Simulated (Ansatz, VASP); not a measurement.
# ZrC in two plane-wave programs

Aim: how closely do two programs agree when they are given the same cell, functional and k mesh? The cell is generated by rule, not measured, and may not be a known phase. The two relaxations start from unlike cells of this crystal (the structure described is Ansatz's start), so only their ends are compared.

Calculated with Ansatz 0.2.0; plane waves, with VASP 6.6.1 beside it; relaxation of cell and atoms at LDA.

The structure was built from a prototype and need not be the compound's stable phase.

**1. The starting structure**

It takes space group Pmma (No. 51, orthorhombic). The conventional cell has a = 8.119 Å, b = 4.060 Å, c = 2.871 Å, α = 90.00°, β = 90.00°, γ = 90.00°. Nearest to Zr lie 6 C at 2.29 to 2.62 Å. Nearest to Zr lie 6 C at 2.19 to 2.49 Å. Nearest to C lie 8 Zr at 2.36 to 2.62 Å. C has 4 Zr at 2.19 to 2.29 Å nearest. Farther neighbours are not listed.

Structure file:

```cif
data_structure
_symmetry_space_group_name_H-M 'Pmma'
_symmetry_Int_Tables_number 51
_cell_length_a 8.1191
_cell_length_b 4.0596
_cell_length_c 2.8705
_cell_angle_alpha 90.000
_cell_angle_beta 90.000
_cell_angle_gamma 90.000
_cell_volume 94.61
loop_
_atom_site_label
_atom_site_type_symbol
_atom_site_symmetry_multiplicity
_atom_site_Wyckoff_symbol
_atom_site_fract_x
_atom_site_fract_y
_atom_site_fract_z
_atom_site_occupancy
Zr1 Zr 2 e 0.75000 0.00000 0.92194 1
Zr2 Zr 2 b 0.50000 0.50000 0.00000 1
C1 C 2 c 0.50000 0.00000 0.50000 1
C2 C 2 f 0.25000 0.50000 0.70902 1
```

**2. VASP: relaxation of cell and atoms, LDA**

The relaxed volume is the usual yardstick between codes: in a stiff, nearly cubic crystal its relative difference is about their pressure difference at one cell divided by the bulk modulus.

Lines of VASP's logs that name or quote its potential files are left out, and so is its time.

INCAR

```
SYSTEM = ZrC
PREC = Accurate
ENCUT = 600
EDIFF = 1E-07
NELM = 120
ISMEAR = 1
SIGMA = 0.15
LREAL = .FALSE.
ALGO = Normal
GGA = CA
NBANDS = 40
LASPH = .TRUE.
LORBIT = 11
LWAVE = .FALSE.
LCHARG = .FALSE.
ISIF = 3
IBRION = 2
NSW = 80
EDIFFG = -0.005
GGA_COMPAT = .FALSE.
NELMIN = 4
KPAR = 2
```

POSCAR

```
ZrC
1.0
    3.2814552599      0.0000000000      0.0000000000
    0.0000000000      2.3249073257     -2.3249073257
    0.0000000000      6.5693458743      6.5693458743
Zr C
4 4
Direct
    0.5001835069      0.0000000000      0.0000000000
    0.0000000000      0.5000000000      0.2500000000
    0.4998164931      0.0000000000      0.5000000000
    0.0000000000      0.5000000000      0.7500000000
    0.4999998258      0.0000000000      0.2499999129
    0.9998625083      0.5000000000      0.4999999129
    0.4999998258      0.0000000000      0.7499999129
    0.0001371433      0.4999998258      0.0000000000
```

KPOINTS

```
Automatic mesh
0
Gamma
12 8 4
0 0 0
```

The projector-augmented-wave data sets are Zr_sv and C (LDA family, release 64).

On the command line:

```sh
mpirun -np 2 vasp_std
```

Numbers of over 12 decimals in the logs are rounded to 6 here.

What it wrote:

```text
[banner, memory and clock lines left out]
running    2 mpi-ranks, on    1 nodes
 distrk:  each k-point on    1 cores,    2 groups
 distr:  one band on    1 cores,    1 groups

 POSCAR found type information on POSCAR ZrC
 POSCAR found :  2 types and       8 ions
 LDA part: xc-table for (Slater(with rela. corr.)+CA(PZ))
 , standard interpolation
 POSCAR, INCAR and KPOINTS ok, starting setup
 FFT: planning ... GRIDC
 FFT: planning ... GRID_SOFT
 FFT: planning ... GRID
 WAVECAR not read
 entering main loop
       N       E                     dE             d eps       ncg     rms          rms(c)
DAV:   1     0.645288629295E+03    0.64529E+03   -0.36840E+04  8408   0.180E+03
DAV:   2    -0.355393209506E+02   -0.68083E+03   -0.65445E+03  9664   0.488E+02
DAV:   3    -0.956726327267E+02   -0.60133E+02   -0.58587E+02 13416   0.117E+02
DAV:   4    -0.987196750366E+02   -0.30470E+01   -0.30424E+01 12032   0.244E+01
DAV:   5    -0.988495141159E+02   -0.12984E+00   -0.12983E+00 12096   0.458E+00    0.441E+01
DAV:   6    -0.855325310726E+02    0.13317E+02   -0.86729E+01  9632   0.342E+01    0.186E+01
DAV:   7    -0.851462661409E+02    0.38626E+00   -0.68952E+00 11136   0.982E+00    0.109E+01
DAV:   8    -0.851299025932E+02    0.16364E-01   -0.44740E-01 10528   0.317E+00    0.113E+00
DAV:   9    -0.851173822551E+02    0.12520E-01   -0.15017E-01 10808   0.123E+00    0.694E-01
DAV:  10    -0.851163350074E+02    0.10472E-02   -0.13335E-02 10224   0.676E-01    0.240E-01
DAV:  11    -0.851162705089E+02    0.64499E-04   -0.10274E-03 12048   0.153E-01    0.614E-02
DAV:  12    -0.851162587949E+02    0.11714E-04   -0.39856E-05 10816   0.440E-02    0.240E-02
DAV:  13    -0.851162553264E+02    0.34685E-05   -0.20252E-05 11120   0.231E-02    0.132E-03
DAV:  14    -0.851162553996E+02   -0.73170E-07   -0.85026E-07 10056   0.431E-03
   1 F= -.85116255E+02 E0= -.85116459E+02  d E =-.851163E+02
 curvature:   0.00 expect dE= 0.000E+00 dE for cont linesearch  0.000E+00
 trial: gam= 0.00000 g(F)=  0.185E-05 g(S)=  0.403E-04 ort = 0.000E+00 (trialstep = 0.100E+01)
 search vector abs. value=  0.422E-04
 bond charge predicted
       N       E                     dE             d eps       ncg     rms          rms(c)
DAV:   1    -0.851163878002E+02   -0.13247E-03   -0.73399E-03  9424   0.603E-01    0.148E-01
DAV:   2    -0.851162917943E+02    0.96006E-04   -0.46267E-04 10600   0.138E-01    0.540E-02
DAV:   3    -0.851162538645E+02    0.37930E-04   -0.12791E-04 11856   0.676E-02    0.212E-02
DAV:   4    -0.851162562463E+02   -0.23818E-05   -0.14461E-05 11504   0.147E-02    0.725E-03
DAV:   5    -0.851162573829E+02   -0.11366E-05   -0.75953E-06 12488   0.129E-02    0.621E-03
DAV:   6    -0.851162575830E+02   -0.20010E-06   -0.43742E-07  8984   0.372E-03    0.135E-03
DAV:   7    -0.851162575895E+02   -0.65384E-08   -0.50331E-08  6152   0.147E-03
   2 F= -.85116258E+02 E0= -.85116458E+02  d E =-.218998E-05
 trial-energy change:   -0.000002  1 .order   -0.000003   -0.000042    0.000037
 step:   0.5245(harm=  0.5342)  dis= 0.00011  next Energy=   -85.116266 (dE=-0.110E-04)
 bond charge predicted
       N       E                     dE             d eps       ncg     rms          rms(c)
DAV:   1    -0.851162958834E+02   -0.38300E-04   -0.16578E-03  9048   0.287E-01    0.708E-02
DAV:   2    -0.851162742446E+02    0.21639E-04   -0.10457E-04 10496   0.656E-02    0.258E-02
DAV:   3    -0.851162656755E+02    0.85691E-05   -0.29161E-05 11736   0.323E-02    0.101E-02
DAV:   4    -0.851162662194E+02   -0.54395E-06   -0.32683E-06 11304   0.701E-03    0.346E-03
DAV:   5    -0.851162664816E+02   -0.26216E-06   -0.16910E-06 12272   0.613E-03    0.298E-03
DAV:   6    -0.851162665261E+02   -0.44553E-07   -0.82990E-08  6400   0.180E-03
   3 F= -.85116267E+02 E0= -.85116468E+02  d E =-.111266E-04
 curvature:  -0.27 expect dE=-0.190E-05 dE for cont linesearch -0.922E-08
 trial: gam= 0.14012 g(F)=  0.122E-05 g(S)=  0.590E-05 ort = 0.121E-05 (trialstep = 0.905E+00)
 search vector abs. value=  0.828E-05
 reached required accuracy - stopping structural energy minimisation
```

From OUTCAR (step 2):

```text
ion  position               nearest neighbor table
   1  0.500  0.000  0.000-   8 2.32   8 2.32   5 2.32   7 2.32   8 2.32   8 2.32   4 3.28   4 3.28
                             2 3.28   2 3.28   2 3.28   2 3.28   4 3.28   4 3.28
   2  0.000  0.500  0.250-   6 2.32   8 2.32   5 2.32   5 2.32   5 2.32   5 2.32   3 3.28   3 3.28
                             1 3.28   1 3.28   3 3.28   1 3.28   3 3.28   1 3.28
   3  0.500  0.000  0.500-   6 2.32   6 2.32   7 2.32   5 2.32   6 2.32   6 2.32   2 3.28   2 3.28
                             4 3.28   4 3.28   2 3.28   2 3.28   4 3.28   4 3.28
   4  0.000  0.500  0.750-   8 2.32   6 2.32   7 2.32   7 2.32   7 2.32   7 2.32   3 3.28   3 3.28
                             1 3.28   1 3.28   3 3.28   1 3.28   3 3.28   1 3.28
   5  0.500  0.000  0.250-   1 2.32   3 2.32   2 2.32   2 2.32   2 2.32   2 2.32
   6  1.000  0.500  0.500-   3 2.32   3 2.32   2 2.32   4 2.32   3 2.32   3 2.32
   7  0.500  0.000  0.750-   3 2.32   1 2.32   4 2.32   4 2.32   4 2.32   4 2.32
   8  0.000  0.500  0.000-   1 2.32   1 2.32   2 2.32   4 2.32   1 2.32   1 2.32

  LATTYP: Found a simple orthorhombic cell.
 ALAT       =     3.2814552599
 B/A-ratio  =     1.0019687032
 C/A-ratio  =     2.8312005789

 Subroutine GETGRP returns: Found  8 space group operations
 (whereof  4 operations were pure point group operations)

The static configuration has the point symmetry C_2v.
 The point group associated with its full space group is D_2h.

 Found    105 irreducible k-points:

   k-points           NKPTS =    105   k-points in BZ     NKDIM =    105   number of bands    NBANDS=     40

   dimension x,y,z NGX =    28 NGY =   28 NGZ =   80
   dimension x,y,z NGXF=    56 NGYF=   56 NGZF=  160

   ENCUT  =  600.0 eV  44.10 Ry    6.64 a.u.   6.55  6.57 18.56*2*pi/ulx,y,z

   NELECT =      64.0000    total number of electrons

 k-points in reciprocal lattice and weights: Automatic mesh
   0.00000000  0.00000000  0.00000000       0.003
   0.08333333  0.00000000  0.00000000       0.005
   0.16666667  0.00000000  0.00000000       0.005
   0.25000000  0.00000000  0.00000000       0.005
   0.33333333  0.00000000  0.00000000       0.005
   0.41666667  0.00000000  0.00000000       0.005
   0.50000000  0.00000000  0.00000000       0.003
   0.00000000  0.12500000  0.00000000       0.005
   0.08333333  0.12500000  0.00000000       0.010
[...]
0.41666667  0.50000000  0.50000000       0.005
   0.50000000  0.50000000  0.50000000       0.003

 average (electrostatic) potential at core
       1 -72.4502       2 -72.4502       3 -72.4502       4 -72.4502       5 -47.9401
       6 -47.9401       7 -47.9401       8 -47.9401

 E-fermi :   9.8679

 k-point     1 :       0.0000    0.0000    0.0000
  band No.  band energies     occupation
    ...
     26       9.1359      2.00000
     27       9.4828      2.00170
     28       9.4828      2.00170
     29       9.4949      2.00246
     30       9.4949      2.00246
     31       9.9775      0.05979
     32       9.9895      0.01456
     33      10.8142     -0.00000
     34      10.8190     -0.00000
     35      10.8215     -0.00000
    ...

 k-point     2 :       0.0833    0.0000    0.0000
  band No.  band energies     occupation
    ...
     25       8.5769      2.00000
     26       8.5769      2.00000
     27       9.1715      2.00000
     28       9.1715      2.00000
     29       9.6529      2.06097
     30       9.9845      0.03198
     31      10.0715     -0.06642
     32      10.0715     -0.06642
     33      10.1043     -0.04833
     34      10.1563     -0.02038
    ...

 k-point     3 :       0.1667    0.0000    0.0000
  band No.  band energies     occupation
    ...
     28       8.5056      2.00000
     29       8.9041      2.00000
     30       8.9627      2.00000
     31       9.1673      2.00000
     32       9.4389      2.00040
     33      10.5458     -0.00000
     34      10.8732     -0.00000
     35      10.8732     -0.00000
     36      11.1677     -0.00000
     37      12.0417     -0.00000
    ...

  Total        0.0280143      0.0060374      0.0060374      0.0000000      0.0077627     -0.0000000
  in kB        0.4479184      0.0965315      0.0965315      0.0000000      0.1241169     -0.0000000
  external PRESSURE =       0.2136605 kB  Pullay stress =       0.0000000 kB

  energy-cutoff  :      600.00
  volume of cell :      100.21
      direct lattice vectors                 reciprocal lattice vectors
     3.281528079  0.000000000 -0.000000000     0.304736079 -0.000000000  0.000000000
     0.000000000  2.324342656 -2.324342656    -0.000000000  0.215114582 -0.215114582
    -0.000000000  6.568779683  6.568779683     0.000000000  0.076117639  0.076117639

 POSITION                                       TOTAL-FORCE (eV/Angst)
 -----------------------------------------------------------------------------------
      1.64126      0.00000     -0.00000        -0.003242     -0.000000     -0.000000
      3.28153      2.80437      0.48002        -0.000000     -0.000000     -0.000000
      1.64027      3.28439      3.28439         0.003242     -0.000000     -0.000000
     -0.00000      6.08876      3.76441        -0.000000     -0.000000     -0.000000
      1.64076      1.64219      1.64219        -0.000000     -0.000000     -0.000000
      3.28111      4.44656      2.12222         0.001454      0.000000      0.000000
      1.64076      4.92658      4.92658        -0.000000     -0.000000     -0.000000
      0.00042      1.16217     -1.16217        -0.001454     -0.000000     -0.000000
 -----------------------------------------------------------------------------------
    total drift:                                0.000550      0.000510      0.000315

  FREE ENERGIE OF THE ION-ELECTRON SYSTEM (eV)
  ---------------------------------------------------
  free  energy   TOTEN  =       -85.1162665261 eV

  energy  without entropy=      -85.1168723046  energy(sigma->0) =      -85.11646845

 reached required accuracy - stopping structural energy minimisation

 total charge
# of ion       s       p       d       tot
------------------------------------------
    1        2.185   6.053   1.701   9.939
    2        2.185   6.053   1.701   9.939
    3        2.185   6.053   1.701   9.939
    4        2.185   6.053   1.701   9.939
    5        0.879   1.494   0.000   2.373
    6        0.879   1.494   0.000   2.373
    7        0.879   1.494   0.000   2.373
    8        0.879   1.494   0.000   2.373
--------------------------------------------------
tot         12.257  30.187   6.805  49.248

[... 3 further parts left out ...]
```

(Continued in part 2 of 2.)

[Lines on the potential files, build, host, timing and source positions are cut from VASP's logs without a mark.]

[Logs are printed without paths, hosts, clocks, repeated set-up lines and the standing remarks that a program may print on its own settings, such as how far it seeks lower states.]

[Hosts, paths, dates, database ids (printed as entryN), source tags and the programs' standing remarks are cut or masked in the printed files.]
